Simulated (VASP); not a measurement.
Input:

```
CELL_PARAMETERS angstrom
      0.00000     2.66847     2.66847
      2.66847     0.00000     2.66847
      2.66847     2.66847     0.00000
ATOMIC_POSITIONS crystal
  W  0.00000 0.00000 0.00000
  S  0.25000 0.25000 0.25000
```

Level of theory: PBE GGA, VASP's PBE PAW potentials (set 64) (plane waves; VASP). Numerical set-up: 400 eV cut-off, 13×13×13 Γ-centred mesh, tetrahedra with Blöchl corrections, potentials W_sv S.

Unless said otherwise, spin-orbit coupling is left out, though it shifts the bands of the heavy elements here.

Question: Estimate the energy per atom (σ→0), band gap (on the k-mesh) with the smallest direct gap where there is one.

Answer: 
```yaml
band gap (on the k-mesh): none (metal, semimetal or under 0.01 eV)
energy per atom (σ→0): -8.050 eV/atom
```

The structure was generated: WS was put into the zinc blende type (F-43m), which need not be its known phase. It was relaxed first, which changed the volume by -35 %.
